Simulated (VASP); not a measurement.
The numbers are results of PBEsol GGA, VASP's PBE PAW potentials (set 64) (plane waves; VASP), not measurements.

A VASP calculation is set up with these files.

KPOINTS:
```
Automatic mesh
0
Gamma
12 12 12
0 0 0
```

**POSCAR**
```
Co
1.0
  0.0000000000   2.3902300000   2.3902300000
  2.3902300000   0.0000000000   2.3902300000
  2.3902300000   2.3902300000   0.0000000000
Co
2
Direct
  0.7500000000   0.7500000000   0.7500000000
  0.5000000000   0.5000000000   0.5000000000
```

**INCAR**
```
SYSTEM  =  Co
PREC  =  Accurate; ENCUT  =  400; LREAL  =  .False.
LASPH  =  .True.
EDIFF  =  1E-6; NELM  =  100; ALGO  =  Normal
LMAXMIX  =  4
ISMEAR  =  1; SIGMA  =  0.1
GGA  =  PS
MAGMOM  =  3.0 3.0
ISPIN  =  2
IBRION  =  2; NSW  =  60; ISIF  =  3
EDIFFG  =  -0.01
LWAVE  =  .False.; LCHARG  =  .False.; LORBIT  =  10
```

POTCAR, in this order: Co (PBE.64 set). Program: vasp_std.

The run wrote:

File OSZICAR:
```
       N       E                     dE             d eps       ncg     rms          rms(c)
DAV:   1     0.765979238366E+02    0.76598E+02   -0.74976E+03  4640   0.122E+03
DAV:   2    -0.109610577713E+02   -0.87559E+02   -0.79792E+02  4640   0.221E+02
DAV:   3    -0.131017978648E+02   -0.21407E+01   -0.21017E+01  5456   0.484E+01
DAV:   4    -0.131375701716E+02   -0.35772E-01   -0.35767E-01  6568   0.485E+00
DAV:   5    -0.131378663363E+02   -0.29616E-03   -0.29616E-03  5488   0.439E-01    0.150E+01
DAV:   6    -0.127921901982E+02    0.34568E+00   -0.93269E+00  5440   0.549E+01    0.563E+00
DAV:   7    -0.125073986109E+02    0.28479E+00   -0.16239E+00  5344   0.222E+01    0.435E+00
DAV:   8    -0.125118596021E+02   -0.44610E-02   -0.31049E-02  5576   0.241E+00    0.218E+00
DAV:   9    -0.125512794586E+02   -0.39420E-01   -0.24292E-02  5600   0.218E+00    0.213E+00
DAV:  10    -0.125908535521E+02   -0.39574E-01   -0.15801E-02  5840   0.199E+00    0.198E+00
DAV:  11    -0.126209155391E+02   -0.30062E-01   -0.22302E-01  5800   0.826E+00    0.102E+00
DAV:  12    -0.126312952335E+02   -0.10380E-01   -0.12794E-02  5920   0.182E+00    0.500E-01
DAV:  13    -0.126322761256E+02   -0.98089E-03   -0.13273E-03  6296   0.593E-01    0.187E-01
DAV:  14    -0.126323452596E+02   -0.69134E-04   -0.38723E-04  6064   0.310E-01    0.440E-02
DAV:  15    -0.126323284102E+02    0.16849E-04   -0.11922E-04  5576   0.181E-01    0.381E-02
DAV:  16    -0.126323272471E+02    0.11631E-05   -0.64544E-06  5440   0.379E-02    0.139E-02
DAV:  17    -0.126323289687E+02   -0.17216E-05   -0.21685E-06  3704   0.252E-02    0.598E-03
DAV:  18    -0.126323297454E+02   -0.77675E-06   -0.67959E-07  2456   0.127E-02
   1 F= -.12632330E+02 E0= -.12632071E+02  d E =-.126323E+02  mag=    -0.0214
       N       E                     dE             d eps       ncg     rms          rms(c)
DAV:   1    -0.133120153791E+02   -0.67969E+00   -0.75206E+00  4696   0.469E+01    0.655E+00
DAV:   2    -0.129521073127E+02    0.35991E+00   -0.47943E+00  5408   0.375E+01    0.355E+00
DAV:   3    -0.126496248538E+02    0.30248E+00   -0.10193E+00  5240   0.181E+01    0.102E+00
DAV:   4    -0.126339524333E+02    0.15672E-01   -0.97252E-03  4912   0.923E-01    0.334E-01
DAV:   5    -0.126324861607E+02    0.14663E-02   -0.13958E-03  6616   0.326E-01    0.674E-02
DAV:   6    -0.126325197731E+02   -0.33612E-04   -0.70560E-05  4744   0.854E-02    0.542E-02
DAV:   7    -0.126325966616E+02   -0.76889E-04   -0.31620E-05  5976   0.855E-02    0.644E-02
DAV:   8    -0.126326054949E+02   -0.88333E-05   -0.22969E-06  3096   0.174E-02    0.666E-02
DAV:   9    -0.126324912711E+02    0.11422E-03   -0.38042E-04  5296   0.315E-01    0.960E-03
DAV:  10    -0.126324934877E+02   -0.22167E-05   -0.98148E-06  4816   0.285E-02    0.501E-03
DAV:  11    -0.126324935622E+02   -0.74497E-07   -0.17907E-07  2344   0.575E-03
   2 F= -.12632494E+02 E0= -.12632232E+02  d E =-.163817E-03  mag=    -0.0010
       N       E                     dE             d eps       ncg     rms          rms(c)
DAV:   1    -0.128152026055E+02   -0.18271E+00   -0.18526E+00  4728   0.226E+01    0.327E+00
DAV:   2    -0.127141488282E+02    0.10105E+00   -0.12009E+00  5256   0.195E+01    0.169E+00
DAV:   3    -0.126451467224E+02    0.69002E-01   -0.23384E-01  5248   0.867E+00    0.424E-01
DAV:   4    -0.126409140074E+02    0.42327E-02   -0.17481E-03  5552   0.400E-01    0.893E-02
DAV:   5    -0.126408381188E+02    0.75889E-04   -0.21486E-04  5840   0.131E-01    0.230E-02
DAV:   6    -0.126408368600E+02    0.12588E-05   -0.15997E-05  4952   0.506E-02    0.319E-03
DAV:   7    -0.126408366893E+02    0.17067E-06   -0.38086E-07  2816   0.570E-03
   3 F= -.12640837E+02 E0= -.12640567E+02  d E =-.850694E-02  mag=    -0.0024
```

**OUTCAR**
```
------------------------ aborting loop because EDIFF is reached ----------------------------------------
  FORCE on cell =-STRESS in cart. coord.  units (eV):
  Direction    XX          YY          ZZ          XY          YZ          ZX
  --------------------------------------------------------------------------------------
  Total        0.0005894      0.0005894      0.0005894      0.0000000      0.0000000      0.0000000
  in kB        0.0337194      0.0337194      0.0337194      0.0000000      0.0000000      0.0000000
  external PRESSURE =       0.0337194 kB  Pullay stress =       0.0000000 kB
  volume of cell :       28.00
      direct lattice vectors                 reciprocal lattice vectors
    -0.000000000  2.410231278  2.410231278    -0.207448972  0.207448972  0.207448972
     2.410231278  0.000000000  2.410231278     0.207448972 -0.207448972  0.207448972
     2.410231278  2.410231278 -0.000000000     0.207448972  0.207448972 -0.207448972
 POSITION                                       TOTAL-FORCE (eV/Angst)
 -----------------------------------------------------------------------------------
      3.61535      3.61535      3.61535         0.000000      0.000000      0.000000
      2.41023      2.41023      2.41023        -0.000000     -0.000000     -0.000000
 -----------------------------------------------------------------------------------
    total drift:                               -0.000000      0.000000      0.000000
  FREE ENERGIE OF THE ION-ELECTRON SYSTEM (eV)
  ---------------------------------------------------
  free  energy   TOTEN  =       -12.6408366893 eV

  energy  without entropy=      -12.6400270346  energy(sigma->0) =      -12.64056680

 total charge

# of ion       s       p       d       tot
------------------------------------------
    1        0.577   0.450   7.396   8.423
    2        0.577   0.450   7.396   8.423
--------------------------------------------------
tot          1.154   0.900  14.791  16.845

 magnetization (x)

# of ion       s       p       d       tot
------------------------------------------
    1        0.000  -0.000  -0.001  -0.001
    2        0.000  -0.000  -0.001  -0.001
--------------------------------------------------
tot          0.000  -0.000  -0.002  -0.002

 reached required accuracy - stopping structural energy minimisation
```
(Selected blocks of OUTCAR.)

File CONTCAR:
```
Co
   1.00000000000000
    -0.0000000000000000    2.4102312776504982    2.4102312776504982
     2.4102312776504982    0.0000000000000000    2.4102312776504982
     2.4102312776504982    2.4102312776504982   -0.0000000000000000
  Co
     2
Direct
     0.7500000000000000    0.7500000000000000    0.7500000000000000
     0.5000000000000000    0.5000000000000000    0.5000000000000000
```

Energy and stress use the plane-wave basis of the starting cell.

The structure was generated: Co was put into the diamond type (Fd-3m), which need not be its known phase. This run relaxes it. Symmetry was kept, so distortions that lower it aren't found.
